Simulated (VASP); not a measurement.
Given:

```
CELL_PARAMETERS angstrom
      1.19171    -2.06410     0.00000
      1.19171     2.06410     0.00000
      0.00000     0.00000     6.74890
ATOMIC_POSITIONS crystal
  C  0.00000 0.00000 0.25000
  C  0.00000 0.00000 0.75000
  C  0.33333 0.66667 0.25000
  C  0.66667 0.33333 0.75000
```

The numbers are results of r2SCAN meta-GGA, VASP's PBE PAW potentials (set 64) (plane waves; VASP), not measurements. Settings: 600 eV cut-off, 10×10×4 Γ-centred mesh, Gaussian smearing of 0.050 eV, potentials C.

Problem. Give the stress tensor in GPa (positive for a compressed cell).

Solution. 
```
43.83   0.00   0.00
 0.00  43.83   0.00
 0.00   0.00   0.77
```
The pressure is its mean diagonal, 29.48 GPa.

The compound is C in the graphite structure. This cell was strained or had an atom moved on purpose.
